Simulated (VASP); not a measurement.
Data:

```
CELL_PARAMETERS angstrom
     -2.91500     2.91500     1.59000
      2.91500    -2.91500     1.59000
      2.91500     2.91500    -1.59000
ATOMIC_POSITIONS crystal
  Sn 0.25000 0.75000 0.50000
  Sn 0.00000 0.00000 0.00000
```

The numbers are results of rev-vdW-DF2, VASP's PBE PAW potentials (set 64) (plane waves; VASP 6.6.1), not measurements. Run with 520 eV cut-off, 12×12×12 Γ-centred mesh, first-order Methfessel-Paxton smearing of 0.10 eV, potentials Sn_d.

Energy and stress use the plane-wave basis of the starting cell.

### Question
The ions, cell shape and volume are relaxed. Predict the relaxed structure.

### Answer

```
CELL_PARAMETERS angstrom
     -2.94774     2.94774     1.60522
      2.94774    -2.94774     1.60522
      2.94774     2.94774    -1.60522
ATOMIC_POSITIONS crystal
  Sn 0.25000 0.75000 0.50000
  Sn 0.00000 0.00000 0.00000
```
Space group I4_1/amd (141), at a tolerance of 0.03 Å.

### Question
How do energy and volume change from the first to the last step?

### Answer
The energy (σ→0) changes by -4.5 meV/atom and the volume by +3.2 %, in 3 ionic steps.

| step | E(σ→0) (eV) | max force (eV/Å) | pressure (GPa) | volume (Å³) |
|---|---|---|---|---|
| 1 | -1.9743 | 0.000 | 1.67 | 54.04 |
| 2 | -1.9826 | 0.000 | -0.41 | 56.28 |
| 3 | -1.9832 | 0.000 | 0.03 | 55.79 |

The compound is Sn in the beta structure. This run relaxes it. Symmetry was kept, so distortions that lower it aren't found.
